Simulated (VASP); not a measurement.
Data:

```
PbSe
1.0
    0.00000     3.10634     3.10634
    3.10634     0.00000     3.10634
    3.10634     3.10634     0.00000
Pb Se
1 1
Direct
  0.00000   0.00000   0.00000
  0.50000   0.50000   0.50000
```

Level of theory: PBE GGA, VASP's PBE PAW potentials (set 64) (plane waves; VASP). Numerical set-up: 480 eV cut-off, 8×8×8 Γ-centred mesh, Gaussian smearing of 0.050 eV, potentials Pb_d Se.

Unless said otherwise, spin-orbit coupling is left out, though it shifts the bands of the heavy elements here.

Question: Estimate the energy per atom (σ→0), band gap (on the k-mesh) with the smallest direct gap where there is one.

Answer: 
```json
{
 "band gap (on the k-mesh)": "0.43 eV",
 "smallest direct gap (on the k-mesh)": "0.43 eV",
 "energy per atom (σ→0)": "-4.099 eV/atom"
}
```

The absolute energy has meaning only against runs of the same code, potentials and settings.

The compound is PbSe in the rock salt structure. It was relaxed first.
